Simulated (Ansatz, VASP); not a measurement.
**SbAs: VASP beside Ansatz**

Aim: how closely do two programs agree when they are given the same cell, functional and k mesh? The cell is generated by rule, not measured, and may not be a known phase. The cell is taken from a series of runs on this material, whose earlier steps may have relaxed, scaled, displaced or heated it; both programs get it as it stands.

Main program and level: Ansatz 0.2.0; plane waves, with VASP 6.6.1 beside it; zone-centre phonons at PBEsol.

### 1. Set-up

The structure is trigonal, space group R3m (No. 160). The conventional cell has a = 4.058 Å, b = 4.058 Å, c = 10.521 Å, α = 90.00°, β = 90.00°, γ = 120.00°. Nearest to Sb lie 6 As at 2.73 to 3.14 Å. Nearest to As lie 6 Sb at 2.73 to 3.14 Å. Farther neighbours are not listed.

### 2. VASP: zone-centre phonons, PBEsol

Second derivatives magnify differences that forces hide, and they need a tight electronic threshold.

Lines of VASP's logs that name or quote its potential files are left out, and so is its time.

Contents of INCAR:

```
SYSTEM = SbAs
PREC = Accurate
ENCUT = 500
EDIFF = 1E-08
NELM = 120
ISMEAR = 1
SIGMA = 0.2
LREAL = .FALSE.
ALGO = Normal
GGA = PS
NBANDS = 11
LORBIT = 11
LWAVE = .FALSE.
LCHARG = .FALSE.
ISIF = 2
IBRION = 8
LASPH = .TRUE.
GGA_COMPAT = .FALSE.
KPAR = 2
```

Contents of POSCAR:

```
SbAs
1.0
    2.0291203246      1.1715131656      3.5069800204
   -2.0291203246      1.1715131656      3.5069800204
    0.0000000000     -2.3430263313      3.5069800204
Sb As
1 1
Direct
    0.9863724574      0.9863724574      0.9863724574
    0.5190232135      0.5190232135      0.5190232135
```

Contents of KPOINTS:

```
Automatic mesh
0
Gamma
12 12 12
0 0 0
```

The projector-augmented-wave data sets are Sb and As (PBE family, release 64).

Run with:

```console
> mpirun -np 2 vasp_std
```

Numbers of over 12 decimals in the logs are rounded to 6 here.

What it wrote:

```text
[banner, memory and clock lines left out]
running    2 mpi-ranks, on    1 nodes
 distrk:  each k-point on    1 cores,    2 groups
 distr:  one band on    1 cores,    1 groups

 POSCAR found type information on POSCAR SbAs
 POSCAR found :  2 types and       2 ions
|                                                                             |
|               ----> ADVICE to this user running VASP <----                  |
|                                                                             |
|     You enforced a specific xc type in the INCAR file but a different       |
|     [... a line on the potential file left out ...]
|     I HOPE YOU KNOW WHAT YOU ARE DOING!                                     |
|                                                                             |

 LDA part: xc-table for (Slater+PW92), standard interpolation
 POSCAR, INCAR and KPOINTS ok, starting setup
 FFT: planning ... GRIDC
 FFT: planning ... GRID_SOFT
 FFT: planning ... GRID
 WAVECAR not read
 entering main loop
       N       E                     dE             d eps       ncg     rms          rms(c)
DAV:   1     0.263000488223E+02    0.26300E+02   -0.36677E+03  4158   0.688E+02
DAV:   2    -0.822603336687E+01   -0.34526E+02   -0.33380E+02  5672   0.110E+02
DAV:   3    -0.975173054480E+01   -0.15257E+01   -0.15157E+01  5043   0.249E+01
DAV:   4    -0.976362519286E+01   -0.11895E-01   -0.11891E-01  4766   0.255E+00
DAV:   5    -0.976371658232E+01   -0.91389E-04   -0.91389E-04  4818   0.245E-01    0.312E+00
DAV:   6    -0.969887985334E+01    0.64837E-01   -0.22140E-01  4434   0.163E+00    0.190E+00
DAV:   7    -0.969309044439E+01    0.57894E-02   -0.29013E-02  4842   0.846E-01    0.665E-01
DAV:   8    -0.969167129858E+01    0.14191E-02   -0.34955E-03  4473   0.286E-01    0.808E-02
DAV:   9    -0.969165280680E+01    0.18492E-04   -0.51533E-04  4596   0.122E-01    0.452E-02
DAV:  10    -0.969165371101E+01   -0.90421E-06   -0.25174E-05  4938   0.325E-02    0.213E-02
DAV:  11    -0.969165308654E+01    0.62447E-06   -0.14296E-05  4545   0.156E-02    0.364E-03
DAV:  12    -0.969165290864E+01    0.17789E-06   -0.10757E-06  4698   0.635E-03    0.282E-03
DAV:  13    -0.969165292099E+01   -0.12348E-07   -0.44760E-08  4854   0.129E-03    0.133E-03
DAV:  14    -0.969165294674E+01   -0.25750E-07   -0.25902E-08  2865   0.644E-04    0.247E-04
DAV:  15    -0.969165295212E+01   -0.53803E-08   -0.33988E-09  2289   0.338E-04
   1 F= -.96916530E+01 E0= -.96921193E+01  d E =0.139911E-02
 Linear response reoptimize wavefunctions to high precision
DAV:   1    -0.969165295785E+01   -0.57254E-08   -0.38479E-10  2625   0.125E-04
DAV:   2    -0.969165295785E+01    0.11369E-12   -0.54255E-11  2220   0.513E-05
 Linear response DOF=           4
 Linear response progress:
  Degree of freedom:   1/  4
       N       E                     dE             d eps       ncg     rms          rms(c)
RMM:   1    -0.238233597580E-01   -0.23823E-01    0.66136E-03 39529   0.120E+00
RMM:   2    -0.228906550723E-01    0.93270E-03   -0.15249E-03 30208   0.248E-01    0.520E-02
RMM:   3    -0.228120082755E-01    0.78647E-04   -0.41634E-05 32052   0.356E-02    0.308E-02
RMM:   4    -0.227493844679E-01    0.62624E-04   -0.28772E-05 31831   0.207E-02    0.238E-03
RMM:   5    -0.227564304665E-01   -0.70460E-05   -0.27878E-06 32712   0.333E-03    0.726E-04
RMM:   6    -0.227584518534E-01   -0.20214E-05    0.49651E-08 31862   0.724E-04    0.255E-04
RMM:   7    -0.227578538187E-01    0.59803E-06    0.31894E-07 33195   0.227E-04    0.417E-05
RMM:   8    -0.227577984860E-01    0.55333E-07    0.59573E-08 33905   0.374E-05    0.157E-05
RMM:   9    -0.227577140898E-01    0.84396E-07    0.55367E-09 33657   0.157E-05    0.236E-06
RMM:  10    -0.227577098970E-01    0.41928E-08    0.40672E-09 31471   0.347E-06    0.695E-07
 first order change of Fermi-energy   0.93402E-04
 force on displaced ion       1 direction 1 :  -2.690  -0.007  -0.001
 Linear response progress:
  Degree of freedom:   2/  4
       N       E                     dE             d eps       ncg     rms          rms(c)
RMM:   1    -0.252602846752E-01   -0.25260E-01   -0.11108E-03  8282   0.122E+00
RMM:   2    -0.234190822069E-01    0.18412E-02   -0.14391E-03  6513   0.245E-01    0.538E-02
RMM:   3    -0.232118777401E-01    0.20720E-03   -0.50660E-05  6931   0.423E-02    0.326E-02
RMM:   4    -0.230426529344E-01    0.16922E-03   -0.35625E-05  6698   0.284E-02    0.934E-03
RMM:   5    -0.230355518498E-01    0.71011E-05   -0.78671E-07  7012   0.519E-03    0.421E-03
RMM:   6    -0.230366437896E-01   -0.10919E-05   -0.13421E-07  7020   0.169E-03    0.542E-04
RMM:   7    -0.230360692136E-01    0.57458E-06    0.60148E-09  7151   0.387E-04    0.329E-04
RMM:   8    -0.230359857337E-01    0.83480E-07    0.56294E-09  7131   0.127E-04    0.356E-05
RMM:   9    -0.230359310462E-01    0.54688E-07   -0.28243E-11  7351   0.230E-05    0.795E-06
RMM:  10    -0.230359086951E-01    0.22351E-07   -0.15890E-09  7338   0.779E-06    0.589E-06
RMM:  11    -0.230359087564E-01   -0.61257E-10   -0.21918E-09  6323   0.276E-06    0.115E-06
 first order change of Fermi-energy  -0.49241E+00
 force on displaced ion       1 direction 3 :   0.000   0.000  -5.348
 Linear response progress:
  Degree of freedom:   3/  4
       N       E                     dE             d eps       ncg     rms          rms(c)
RMM:   1    -0.423075781161E-01   -0.42308E-01    0.64287E-02 45447   0.113E+00
RMM:   2    -0.423610515344E-01   -0.53473E-04   -0.12929E-03 30123   0.221E-01    0.616E-02
RMM:   3    -0.424199270065E-01   -0.58875E-04   -0.12974E-05 32361   0.325E-02    0.354E-02
RMM:   4    -0.425801524195E-01   -0.16023E-03   -0.51591E-06 32352   0.248E-02    0.286E-03
RMM:   5    -0.425851218582E-01   -0.49694E-05    0.66425E-07 33257   0.355E-03    0.109E-03
RMM:   6    -0.425806033253E-01    0.45185E-05   -0.15331E-07 33543   0.611E-04    0.287E-04
RMM:   7    -0.425800654462E-01    0.53788E-06   -0.39479E-08 33788   0.166E-04    0.332E-05
RMM:   8    -0.425801497132E-01   -0.84267E-07    0.13436E-08 34767   0.398E-05    0.923E-06
RMM:   9    -0.425800998889E-01    0.49824E-07    0.13658E-08 34242   0.108E-05    0.883E-07
RMM:  10    -0.425801063249E-01   -0.64360E-08    0.46304E-10 31297   0.234E-06    0.467E-07
 first order change of Fermi-energy  -0.60852E-04
 force on displaced ion       2 direction 1 :  -2.688  -0.008  -0.002
 Linear response progress:
  Degree of freedom:   4/  4
       N       E                     dE             d eps       ncg     rms          rms(c)
RMM:   1    -0.432159080335E-01   -0.43216E-01    0.59605E-02  9347   0.113E+00
RMM:   2    -0.425603397777E-01    0.65557E-03   -0.13980E-03  6463   0.225E-01    0.592E-02
RMM:   3    -0.424990970734E-01    0.61243E-04   -0.36866E-05  7041   0.365E-02    0.345E-02
RMM:   4    -0.425144502661E-01   -0.15353E-04   -0.25186E-05  7014   0.276E-02    0.772E-03
RMM:   5    -0.425353554898E-01   -0.20905E-04   -0.36956E-07  7178   0.465E-03    0.296E-03
RMM:   6    -0.425413438800E-01   -0.59884E-05   -0.63331E-08  7149   0.146E-03    0.435E-04
RMM:   7    -0.425401125479E-01    0.12313E-05   -0.12623E-09  7327   0.268E-04    0.132E-04
RMM:   8    -0.425395758855E-01    0.53666E-06   -0.11494E-09  7364   0.882E-05    0.349E-05
RMM:   9    -0.425396137691E-01   -0.37884E-07    0.25760E-10  7409   0.271E-05    0.132E-05
RMM:  10    -0.425395727667E-01    0.41002E-07    0.17281E-09  7513   0.767E-06    0.229E-06
RMM:  11    -0.425395732158E-01   -0.44906E-09    0.14558E-10  6476   0.206E-06    0.596E-07
 first order change of Fermi-energy   0.49293E+00
 force on displaced ion       2 direction 3 :   0.000   0.000  -5.344
 Linear response finished
```

From OUTCAR (step 2):

```text
ion  position               nearest neighbor table
   1  0.986  0.986  0.986-   2 2.73   2 2.73   2 2.73   2 3.14   2 3.14   2 3.14
   2  0.519  0.519  0.519-   1 2.73   1 2.73   1 2.73   1 3.14   1 3.14   1 3.14

  LATTYP: Found a trigonal (rhomboedric) cell.
 ALAT       =     4.2176630084
 COS(alpha) =     0.5370843703

 Subroutine GETGRP returns: Found  6 space group operations
 (whereof  6 operations were pure point group operations)

The static configuration has the point symmetry C_3v.

 Found    189 irreducible k-points:

   k-points           NKPTS =    189   k-points in BZ     NKDIM =    189   number of bands    NBANDS=     11

   dimension x,y,z NGX =    32 NGY =   32 NGZ =   32
   dimension x,y,z NGXF=    64 NGYF=   64 NGZF=   64

   ENCUT  =  500.0 eV  36.75 Ry    6.06 a.u.   7.69  7.69  7.69*2*pi/ulx,y,z

   NELECT =      10.0000    total number of electrons

 k-points in reciprocal lattice and weights: Automatic mesh
   0.00000000  0.00000000  0.00000000       0.001
   0.08333333  0.00000000  0.00000000       0.003
   0.16666667  0.00000000  0.00000000       0.003
   0.25000000  0.00000000  0.00000000       0.003
   0.33333333  0.00000000  0.00000000       0.003
   0.41666667  0.00000000  0.00000000       0.003
   0.50000000  0.00000000  0.00000000       0.002
   0.08333333  0.08333333  0.00000000       0.003
   0.16666667  0.08333333  0.00000000       0.007
[...]
-0.41666667  0.50000000  0.41666667       0.003
   0.50000000  0.50000000  0.50000000       0.001

 average (electrostatic) potential at core
       1 -86.2634       2 -48.1583

  Total        0.0756239      0.0756239      0.0518764     -0.0000000     -0.0000000      0.0000000
  in kB        2.4223126      2.4223126      1.6616543     -0.0000000     -0.0000000      0.0000000
  external PRESSURE =       2.1687599 kB  Pullay stress =       0.0000000 kB

  energy-cutoff  :      500.00
  volume of cell :       50.02
      direct lattice vectors                 reciprocal lattice vectors
     2.029120325  1.171513166  3.506980020     0.246412198  0.142266149  0.095048541
    -2.029120325  1.171513166  3.506980020    -0.246412198  0.142266149  0.095048541
     0.000000000 -2.343026331  3.506980020     0.000000000 -0.284532298  0.095048541

 POSITION                                       TOTAL-FORCE (eV/Angst)
 -----------------------------------------------------------------------------------
      0.00000     -0.00000     10.37757         0.000000     -0.000000      0.049373
      0.00000     -0.00000      5.46061         0.000000      0.000000     -0.049373
 -----------------------------------------------------------------------------------
    total drift:                               -0.000000     -0.000000      0.000121

 Eigenvectors and eigenvalues of the dynamical matrix
 ----------------------------------------------------

   1 f  =    5.307380 THz    33.347253 2PiTHz  177.035145 cm-1    21.949551 meV
             X         Y         Z           dx          dy          dz
      0.000000 -0.000000 10.377566    -0.000000    0.000000   -0.617357
      0.000000 -0.000000  5.460612     0.000000   -0.000000    0.786683

   2 f  =    3.761191 THz    23.632261 2PiTHz  125.459832 cm-1    15.555030 meV
             X         Y         Z           dx          dy          dz
      0.000000 -0.000000 10.377566     0.000000   -0.617320   -0.000000
      0.000000 -0.000000  5.460612    -0.000000    0.786712    0.000000

   3 f  =    3.761191 THz    23.632261 2PiTHz  125.459832 cm-1    15.555030 meV
             X         Y         Z           dx          dy          dz
      0.000000 -0.000000 10.377566    -0.617320   -0.000000    0.000000
      0.000000 -0.000000  5.460612     0.786712    0.000000    0.000000

   4 f/i=    0.000523 THz     0.003284 2PiTHz    0.017432 cm-1     0.002161 meV
             X         Y         Z           dx          dy          dz
      0.000000 -0.000000 10.377566    -0.786630    0.011393    0.000000
      0.000000 -0.000000  5.460612    -0.617255    0.008940    0.000000

   5 f/i=    0.000523 THz     0.003284 2PiTHz    0.017432 cm-1     0.002161 meV
             X         Y         Z           dx          dy          dz
      0.000000 -0.000000 10.377566    -0.011393   -0.786630   -0.000000
      0.000000 -0.000000  5.460612    -0.008940   -0.617255   -0.000000

   6 f/i=    0.000989 THz     0.006217 2PiTHz    0.033004 cm-1     0.004092 meV
             X         Y         Z           dx          dy          dz
      0.000000 -0.000000 10.377566    -0.000000   -0.000000    0.786683
      0.000000 -0.000000  5.460612    -0.000000   -0.000000    0.617357

 ELASTIC MODULI CONTR FROM IONIC RELAXATION (kBar)
 Direction    XX          YY          ZZ          XY          YZ          ZX
 --------------------------------------------------------------------------------
 XX        -136.1971    -88.6131   -177.9332     -0.0000     77.3396      0.0000
 YY         -88.6131   -136.1971   -177.9332      0.0000    -77.3396     -0.0000
 ZZ        -177.9332   -177.9332   -281.6617     -0.0000      0.0000      0.0000
 XY          -0.0000      0.0000     -0.0000    -23.7920      0.0000     74.8104
 YZ          77.3396    -77.3396      0.0000      0.0000   -251.4047     -0.0000
 ZX           0.0000     -0.0000      0.0000     74.8104     -0.0000   -235.2305
 --------------------------------------------------------------------------------
```

(Continued in part 2 of 2.)

[Lines on the potential files, build, host, timing and source positions are cut from VASP's logs without a mark.]

[Logs are printed without paths, hosts, clocks, repeated set-up lines and the standing remarks that a program may print on its own settings, such as how far it seeks lower states.]

[Hosts, paths, dates, database ids (printed as entryN), source tags and the programs' standing remarks are cut or masked in the printed files.]
